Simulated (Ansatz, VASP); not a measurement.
ZrAs3: VASP beside Ansatz

```
Zr As
1.0
     0.00000    3.38449    3.38449
     3.38449    0.00000    3.38449
     3.38449    3.38449    0.00000
Zr As
1 3
Direct
  0.50000 0.50000 0.50000
  0.25000 0.25000 0.25000
  0.75000 0.75000 0.75000
  0.00000 0.00000 0.00000
```

Alike in both runs: functional PBE; k mesh 4 × 4 × 4; occupations gaussian, width 0.1 eV; no spin polarisation.

Ansatz relaxed the structure, and its values are those at the end. VASP's run is a single point on that final structure, the one shown.

```csv
,VASP,Ansatz
version,VASP 6.6.1,Ansatz 0.2.0
potentials or method,"VASP PAW PBE potentials, release 64 (Zr_sv, As)","scalar-relativistic, plane waves, PAW"
plane-wave cutoff (eV),520,420
valence electrons in the cell,27,57
```

|  | VASP | Ansatz | Ansatz less VASP |
| --- | --- | --- | --- |
| gap on the k mesh at the Fermi level (eV) | none | none | - |
| pressure (GPa) | 0.1 | 0.0 | -0.12 |

A gap of «none» marks a metal or a gap that the smearing closes. The functional is the same, so the differences come from potentials, cutoffs and numerics. The two sets of potentials don't hold the same shells in valence.

Caveats: the k mesh is coarse (spacing up to 0.40 Å⁻¹), so the values aren't converged.
